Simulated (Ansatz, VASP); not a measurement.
# WSeS in two plane-wave programs

Wanted: the spread between two codes on one cell, functional and k mesh. The cell is taken from a series of runs on this material, whose earlier steps may have relaxed, scaled, displaced or heated it; both programs get it as it stands.

Method: plane waves, with VASP 6.6.1 beside it; G0W0 gap at LDA, in Ansatz 0.2.0.

## Step 1: The starting structure

The cell holds 9 atoms: 3 W, 3 S and 3 Se. Cell: a = 3.187 Å, b = 3.187 Å, c = 54.600 Å, α = 90.0°, β = 90.0°, γ = 120.0°. Vacuum lies along c.

## Step 2: Ansatz: G0W0 gap, LDA

Ansatz runs on its PAW soft_1 files.

Quasiparticle shifts depend on high empty states and on the cores, so they are the hardest test of two PAW sets.

input.yaml

```yaml
crystal:
  lattice:
    - [3.1867613034, 0.0, 0.0]
    - [-1.5933806517, 2.7598162445, 0.0]
    - [0.0, 0.0, 54.6]
  atoms:
    - { symbol: W, position: [0.3333333333, 0.6666666667, 0.3873155061] }
    - { symbol: S, position: [0.6666666667, 0.3333333333, 0.415326609] }
    - { symbol: Se, position: [0.6666666667, 0.3333333333, 0.3562229381] }
    - { symbol: W, position: [0.6666666667, 0.3333333333, 0.5015781352] }
    - { symbol: S, position: [0.3333333333, 0.6666666667, 0.5295834703] }
    - { symbol: Se, position: [0.3333333333, 0.6666666667, 0.4704310147] }
    - { symbol: W, position: [0.3333333333, 0.6666666667, 0.6158240096] }
    - { symbol: S, position: [0.6666666667, 0.3333333333, 0.6437770619] }
    - { symbol: Se, position: [0.6666666667, 0.3333333333, 0.5846717375] }
  periodic: [true, true, false]
kpoints:
  mp_grid: { grid: [9, 9, 1] }
hamiltonian:
  xc: lda
  pseudopotentials: { kind: paw, azcp: { folder: soft_1 }, xc_functional: pbe }
scf:
  occupations: { method: fixed }
  convergence: { dr2_threshold: 1.0e-10 }
gw:
  n_empty_bands: 638
  ecut_chi: 70.0
  qp_bands: [v3, c3]
  qp_kpoints: band_edges
  screening: { model: contour_deformation }
```

On the command line:

```
$ ansatz run input.yaml --threads 3 --pin off --max-ram 92160MiB --backend cuda --events-out ev --progress --plain --runs-dir out --devices 1 --max-vram 13GiB
```

Numbers of over 12 decimals in the logs are rounded to 6 here.

What it wrote:

```text
GPUs: using 1 of 1 available (devices: 1).
Engine: ansatz 0.2.0, x86_64-unknown-linux-gnu
Pseudopotentials: kind: paw
Pseudopotential: W, paw, valence charge 14, recommended cutoff 420 eV (normal), soft_1/W.paw.azcp
Pseudopotential: S, paw, valence charge 6, recommended cutoff 420 eV (normal), soft_1/S.paw.azcp
Pseudopotential: Se, paw, valence charge 16, recommended cutoff 420 eV (normal), soft_1/Se.paw.azcp
Functional definition: SPW92
  exchange = slater_x
  correlation = pw_c
device memory: the entry about to start is reckoned to put 4.9 GiB on a device that reports 41.4 GiB free (of which the cap on the GPU budget leaves the run 13.0 GiB)
GPU FFT provider: cuFFT
GPU libraries: cuBLAS 13.8.2, cuFFT 12.4.0, cuSOLVER 12.3.4
Crystal: 9 atoms, lattice volume = 480.200 Å³
Basis set: ecut = 420 eV, 9471 PW (Γ)
Bands: 65, of which v1, the nominal top of the filled ones, is band 54 counted from 1 (53 counted from 0)
Symmetry: 6 space group operations
Space group: P3m1 (ITA 156), of the structure as read, at distance tolerance 7.8e-5 Å
k-points: 12 of 81 (time reversal used)
Non-local potential: W, projectors of the file, l = 0: 3, l = 1: 2, l = 2: 2, l = 3: 1
Non-local potential: S, projectors of the file, l = 0: 2, l = 1: 2, l = 2: 1
Non-local potential: Se, projectors of the file, l = 0: 2, l = 1: 2, l = 2: 3, l = 3: 1
PAW form: soft (Blöchl's): semilocal exchange-correlation on the pseudo side does not see the compensation charge
PAW frozen core: W, regenerated for the run's functional, and the local potential with it (the file was generated under x = pbe(κ = 0.804, μ = 0.219515), c = pbe(β = 0.066725))
PAW frozen core: S, regenerated for the run's functional, and the local potential with it (the file was generated under x = pbe(κ = 0.804, μ = 0.219515), c = pbe(β = 0.066725))
PAW frozen core: Se, regenerated for the run's functional, and the local potential with it (the file was generated under x = pbe(κ = 0.804, μ = 0.219515), c = pbe(β = 0.066725))
PAW one-centre angular grid: W, 590 points (default); XC on 64 Gauss nodes
PAW one-centre angular grid: S, 110 points (default); XC on 64 Gauss nodes
PAW one-centre angular grid: Se, 590 points (default); XC on 64 Gauss nodes
Initial density: superposition of atomic densities (neutral atoms: chi_scale 0, normalization atom)
Initial wavefunctions: pseudopotential atomic-orbital guess
GPU buffer pool allocated for 216000 grid points (all kernels)
GPU transforms: local potential and band sums: pruned to the plane-wave sphere, on 24×24×375
Functional: x = slater, c = lda
SCF iter   1: F=—  HF=-49158.436028 eV  |F-HF|=—  |Δ(HF+E_count)|=         —  Δρ=2.28e-2  dr2=4.46e0  ethr=3.10e-3  ⟨swp⟩=7.1  Hψ=3875  notcnv=0  defer=89
preconditioner: auto → Resta (q_TF=auto, 2.128 Å⁻¹)  ε∞=3.0  [insulator: Δε(μ)=1.217 eV  Ē_g=8.818 eV  n_scr=36 (ndim 8)  ℏωp=12.5 eV  f_vac=0.647  ε∞_Penn≈3.0  vacuum switching on, ρ_ref=5.6e-3 e/Å³]
SCF iter   2: F=—  HF=-49157.574162 eV  |F-HF|=—  |Δ(HF+E_count)|=   8.62e-1  Δρ=1.91e-2  dr2=1.59e2  ethr=3.10e-3  ⟨swp⟩=4.2  Hψ=1494  notcnv=0  defer=102  recentre
SCF iter   3: F=—  HF=-49157.851348 eV  |F-HF|=—  |Δ(HF+E_count)|=   2.77e-1  Δρ=1.63e-2  dr2=3.00e0  ethr=3.10e-3  ⟨swp⟩=3.1  Hψ=1141  notcnv=0  defer=100
SCF iter   4: F=—  HF=-49157.476858 eV  |F-HF|=—  |Δ(HF+E_count)|=   3.74e-1  Δρ=9.25e-3  dr2=3.73e0  ethr=2.78e-3  ⟨swp⟩=2.1  Hψ=1064  notcnv=0  defer=101
SCF iter   5: F=—  HF=-49157.389015 eV  |F-HF|=—  |Δ(HF+E_count)|=   8.78e-2  Δρ=2.99e-3  dr2=3.40e0  ethr=2.78e-3  ⟨swp⟩=2.6  Hψ=1020  notcnv=0  defer=104
SCF iter   6: F=—  HF=-49157.260078 eV  |F-HF|=—  |Δ(HF+E_count)|=   1.29e-1  Δρ=1.88e-3  dr2=8.36e-1  ethr=2.78e-3  ⟨swp⟩=1.2  Hψ=912  notcnv=0  defer=97
SCF iter   7: F=—  HF=-49157.208006 eV  |F-HF|=—  |Δ(HF+E_count)|=   5.21e-2  Δρ=1.40e-3  dr2=3.83e-1  ethr=7.74e-4  ⟨swp⟩=2.7  Hψ=1119  notcnv=0  defer=106
SCF iter   8: F=—  HF=-49157.185120 eV  |F-HF|=—  |Δ(HF+E_count)|=   2.29e-2  Δρ=8.39e-4  dr2=2.06e-1  ethr=3.54e-4  ⟨swp⟩=2.5  Hψ=930  notcnv=0  defer=107
SCF iter   9: F=—  HF=-49157.178939 eV  |F-HF|=—  |Δ(HF+E_count)|=   6.18e-3  Δρ=5.78e-4  dr2=1.53e-1  ethr=1.91e-4  ⟨swp⟩=2.7  Hψ=1021  notcnv=0  defer=101
SCF iter  10: F=—  HF=-49157.162256 eV  |F-HF|=—  |Δ(HF+E_count)|=   1.67e-2  Δρ=4.75e-4  dr2=3.39e-2  ethr=1.41e-4  ⟨swp⟩=3.3  Hψ=1028  notcnv=0  defer=107
SCF iter  11: F=—  HF=-49157.161429 eV  |F-HF|=—  |Δ(HF+E_count)|=   8.27e-4  Δρ=3.84e-4  dr2=2.64e-2  ethr=3.14e-5  ⟨swp⟩=2.6  Hψ=1151  notcnv=0  defer=106
SCF iter  12: F=—  HF=-49157.158153 eV  |F-HF|=—  |Δ(HF+E_count)|=   3.28e-3  Δρ=2.38e-4  dr2=2.99e-3  ethr=2.44e-5  ⟨swp⟩=3.1  Hψ=1000  notcnv=0  defer=107
SCF iter  13: F=—  HF=-49157.157970 eV  |F-HF|=—  |Δ(HF+E_count)|=   1.83e-4  Δρ=1.23e-4  dr2=6.59e-4  ethr=2.77e-6  ⟨swp⟩=2.8  Hψ=1325  notcnv=0  defer=108
[...]
k-point 2: bands = [... 50 lower, -6.7084, -6.6467, -6.2729, -5.7550, -4.1939, -3.5758, -3.5488, -3.0709, ... 7 higher]
  k-point 11: bands = [... 50 lower, -7.3969, -6.2991, -5.7118, -5.0871, -4.4039, -3.7996, -3.3978, -3.1910, ... 7 higher]
  ° read free of the cell's end (the report's vacuum.weakly_bound_levels)
--- G₀W₀: contour deformation, 8 samples at zero and on the imaginary axis and 2 off it, 81 q-points, 638 empty bands' worth ---
  eigenvalues of the whole cell's RPA ε∞ on this k-mesh (on a slab, of 1 + 4πα/V) = 1.2921, 5.7181, 5.7181; static W/v taken at q = 0 is 0.312190
  band pass: the eigensolver left bands unlocked in 1 slot; of largest residual, k=11: 1 band unlocked, the lowest band 696 (counted from 1), max residual 4.87e-4 eV over all its bands; `*` marks the rows of those k-points, and any row can be off: every row's sums read bands of every k-point
  gw.qp_kpoints: band_edges: 11 of 12 stored k-points solved, in 1 pass; an edge of the gap read off the rows below is read off those points alone
    valence top: of the k-points left out ik 8 came nearest to being solved in a further pass, in band 54 (counted from 1, as in the quasiparticle table): it holds the edge there only if its correction is more favourable than any solved in that band by at least 0.566 eV; those differ by 0.239 eV
    conduction bottom: of the k-points left out ik 8 came nearest to being solved in a further pass, in band 55 (counted from 1, as in the quasiparticle table): it holds the edge there only if its correction is more favourable than any solved in that band by at least 0.841 eV; those differ by 0.193 eV
    ik  band        ε_KS         Σx   Σc(E_QP)       V_xc       Z   E_QP_lin       E_QP  E_QP is
     0    52     -6.0446   -18.5384     1.2589   -17.3305  0.7522    -5.9937    -5.9936  root
     0    53     -5.5225   -18.6543     0.9226   -17.8700  0.7507    -5.3844    -5.3841  root
     0    54     -4.9422   -18.9799     0.7134   -18.4556  0.7518    -4.7535    -4.7531  root
     0    55     -3.2055   -13.8669    -4.0024   -18.6668  0.7478    -2.3919    -2.4080  root
     0    56     -3.2055   -13.8669    -4.0024   -18.6668  0.7478    -2.3919    -2.4080  root
     0    57     -2.9023   -13.9796    -3.9114   -18.6600  0.7363    -2.1134    -2.1332  root
     1    52     -6.0714   -18.9639     1.3050   -17.7309  0.7546    -5.9995    -5.9993  root
     1    53     -5.6352   -18.7326     1.1970   -17.6291  0.7513    -5.5418    -5.5416  root
     1    54     -5.1772   -18.9252     0.8845   -18.2037  0.7485    -5.0145    -5.0141  root
     1    55     -3.5890   -13.3217    -3.7418   -17.8316  0.7536    -2.8060    -2.8210  root
     1    56     -3.3369   -13.9018    -4.0387   -18.7431  0.7504    -2.5191    -2.5342  root
     1    57     -3.2011   -14.1059    -3.8815   -18.7382  0.7389    -2.4339    -2.4503  root
     2    52     -6.6467   -18.5686     1.7312   -16.8338  0.7474    -6.6503    -6.6503  root
     2    53     -6.2729   -18.8071     1.4847   -17.3926  0.7484    -6.2028    -6.2027  root
     2    54     -5.7550   -18.8930     1.2811   -17.7182  0.7400    -5.6489    -5.6486  root
     2    55     -4.1939   -13.1013    -3.6286   -17.4490  0.7586    -3.4642    -3.4750  root
     2    56     -3.5758   -14.4550    -3.8153   -19.0372  0.7436    -2.7941    -2.8089  root
     2    57     -3.5488   -13.6855    -3.8316   -18.2840  0.7599    -2.7699    -2.7821  root
     3    52     -6.7755   -18.7257     1.7774   -16.9669  0.7426    -6.7570    -6.7570  root
     3    53     -6.2736   -19.3713     1.8390   -17.5552  0.7484    -6.2506    -6.2507  root
     3    54     -6.2506   -18.5827     1.5074   -17.1400  0.7345    -6.1860    -6.1858  root
     3    55     -3.9635   -13.5461    -3.9125   -18.2030  0.7523    -3.2056    -3.2192  root
     3    56     -3.6875   -15.3944    -4.0673   -20.2910  0.7414    -2.8406    -2.8582  root
     3    57     -3.3148   -13.8111    -4.0199   -18.5895  0.7547    -2.5428    -2.5564  root
[...]
9    56     -3.6725   -13.6110    -3.7326   -18.0744  0.7598    -2.9313    -2.9418  root
     9    57     -3.2024   -14.7404    -4.3549   -19.9301  0.7419    -2.3478    -2.3676  root
    10    52     -6.6263   -18.6014     0.8325   -17.9308  0.7507    -6.4648    -6.4643  root
    10    53     -6.0312   -18.5811     0.8324   -17.9356  0.7545    -5.8449    -5.8443  root
    10    54     -5.4102   -18.5974     0.8124   -17.9565  0.7496    -5.2392    -5.2388  root
    10    55     -3.9748   -15.4615    -3.8336   -20.0919  0.7464    -3.1625    -3.1781  root
    10    56     -3.4288   -14.8395    -3.8726   -19.4864  0.7527    -2.6418    -2.6547  root
    10    57     -3.1010   -13.2202    -4.1856   -18.1881  0.7516    -2.3036    -2.3187  root
    11    52     -6.2991   -18.5784     0.5221   -18.2557  0.7523    -6.1002    -6.0996  root *
    11    53     -5.7118   -18.5161     0.5153   -18.2245  0.7566    -5.4888    -5.4881  root *
    11    54     -5.0871   -18.5540     0.4965   -18.2685  0.7524    -4.8766    -4.8760  root *
    11    55     -4.4039   -15.7706    -3.6378   -20.2298  0.7508    -3.5699    -3.5827  root *
    11    56     -3.7996   -15.7726    -3.6519   -20.2337  0.7545    -2.9785    -2.9905  root *
    11    57     -3.3978   -12.0719    -4.0637   -16.8746  0.7611    -2.6468    -2.6589  root *
```

The column dr2 measures how far the density is from self-consistency, as an energy; F and HF (Harris–Foulkes) agree once it is small.

(Continued in part 2 of 2.)

[Lines on the potential files, build, host, timing and source positions are cut from VASP's logs without a mark.]

[Logs are printed without paths, hosts, clocks, repeated set-up lines and the standing remarks that a program may print on its own settings, such as how far it seeks lower states.]

[Hosts, paths, dates, database ids (printed as entryN), source tags and the programs' standing remarks are cut or masked in the printed files.]
